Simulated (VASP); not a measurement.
## Sn3SO2: relaxation of the atoms with PBEsol

Sn3SO2:

```xyz
6
Lattice="6.3514 0.0000 0.0000 -3.1757 5.5004 0.0000 0.0000 0.0000 3.5157" Properties=species:S:1:pos:R:3 pbc="T T T"
Sn    3.1757    0.0000    1.7579
Sn   -1.5878    2.7502    1.7579
Sn    1.5878    2.7502    1.7579
S     0.0000    0.0000    0.0000
O     3.1757    1.8335    0.0000
O     0.0000    3.6670    0.0000
```

The cell was built by a generator and needn't be a form met in nature.

```yaml
Program: VASP 6.6.1
Task: relaxation of the atoms
Functional: PBEsol
Potentials_or_basis: VASP PAW PBE potentials, release 64 (Sn_d, S, O)
Cutoff: 520 eV
k_mesh: 5 × 5 × 8
Occupations: gaussian, width 0.05 eV
Spin: no spin polarisation
Further_INCAR_settings: ALGO = Normal; EDIFF = 1e-06; IBRION = 2; EDIFFG = -0.01; NSW = 60
```

```yaml
Pressure_after_relaxing: -5.2 GPa
Band_gap_on_the_k_mesh: none (metal or under the smearing width)
```

Stress tensor (GPa, compression positive):
```
-3.61  0.00  0.00
 0.00 -3.61  0.00
 0.00  0.00 -8.39
```

Final structure:
```
Sn S O
1.0
     6.35135    0.00000    0.00000
    -3.17568    5.50043    0.00000
     0.00000    0.00000    3.51573
Sn S O
3 1 2
Direct
  0.50000 0.00000 0.50000
  0.00000 0.50000 0.50000
  0.50000 0.50000 0.50000
  0.00000 0.00000 0.00000
  0.66667 0.33333 0.00000
  0.33333 0.66667 0.00000
```

Levels at points of the mesh, in eV from the Fermi level:
| k point | band 27 | band 28 | band 29 | band 30 | band 31 | band 32 | band 33 | band 34 |
| --- | --- | --- | --- | --- | --- | --- | --- | --- |
| (0.00, 0.00, 0.00) | -2.05 | -1.43 | -0.27 | -0.27 | 0.07 | 2.04 | 2.04 | 4.93 |
| (0.00, 0.00, 0.50) | -2.76 | -1.08 | -1.08 | -0.99 | -0.99 | -0.10 | -0.04 | 3.16 |

It took 3.4 min on 1 thread of Intel(R) Xeon(R) Platinum 8175M CPU @ 2.50GHz (Skylake/Cascade Lake), with other jobs on the host, peak memory 0.29 GiB.

Caveat: the relaxation stopped at its first step, so nothing moved; the PAW data sets were made with another functional, which shifts forces and pressure a little.
